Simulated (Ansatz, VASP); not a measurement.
## NbTe in VASP and in Ansatz

The input INCAR:

```
PREC     = Accurate       # precision mode
ENCUT    = 520            # plane-wave cutoff, eV
EDIFF    = 1E-6           # SCF threshold, eV
ISMEAR   = -1             # smearing method
SIGMA    = 0.05           # smearing width, eV
LREAL    = False          # projectors in reciprocal space
LASPH    = True           # aspherical terms in the spheres
NELM     = 80             # most SCF steps
ALGO     = Normal         # electronic algorithm
ISIF     = 2              # what is computed and relaxed
LWAVE    = False          # write WAVECAR
LCHARG   = False          # write CHGCAR
GGA      = PE             # functional
NBANDS   = 16             # bands
```

The input KPOINTS:

```
Automatic mesh
0
Gamma
  8 8 8
```

POSCAR

```
NbTe
1.0
    3.4707801697      0.0000000000      0.0000000000
    0.0000000000      3.4707801697      0.0000000000
    0.0000000000      0.0000000000      3.4707801697
Nb Te
1 1
Direct
    0.5000000000      0.5000000000      0.5000000000
    0.0000000000      0.0000000000      0.0000000000
```

File input.yaml:

```yaml
crystal:
  lattice:
    - [3.4707801697, 0.0, 0.0]
    - [0.0, 3.4707801697, 0.0]
    - [0.0, 0.0, 3.4707801697]
  atoms:
    - { symbol: Nb, position: [0.5, 0.5, 0.5] }
    - { symbol: Te, position: [0.0, 0.0, 0.0] }
hamiltonian:
  xc: pbe
  pseudopotentials: { kind: paw }
kpoints:
  mp_grid: { grid: [8, 8, 8] }
scf:
  occupations: { method: fermi_dirac, width: 0.05 }
output:
  forces: true
  stress: true
  eigenvalues: true
```

The cell was built by a generator and needn't be a form met in nature.

Alike in both runs: task single point; functional PBE; k mesh 8 × 8 × 8; occupations fermi-dirac, width 0.05 eV; no spin polarisation.

|  | VASP | Ansatz |
| --- | --- | --- |
| version | VASP 6.6.1 | Ansatz 0.2.0 |
| potentials or method | VASP PAW PBE potentials, release 64 (Nb_sv, Te) | Ansatz PAW |
| plane-wave cutoff (eV) | 520 | 420 |
| valence electrons in the cell | 19 | 29 |

Ansatz gave:

* gap on the k mesh at the Fermi level (eV): none
* pressure (GPa): -4.7

Task: Which values does VASP return?

Result: gap on the k mesh at the Fermi level (eV): none; pressure (GPa): -4.8.

A gap of «none» marks a metal or a gap that the smearing closes. The functional is the same, so the differences come from potentials, cutoffs and numerics. The two sets of potentials don't hold the same shells in valence.

The runs have no spin-orbit coupling, so splittings on Te are missing.
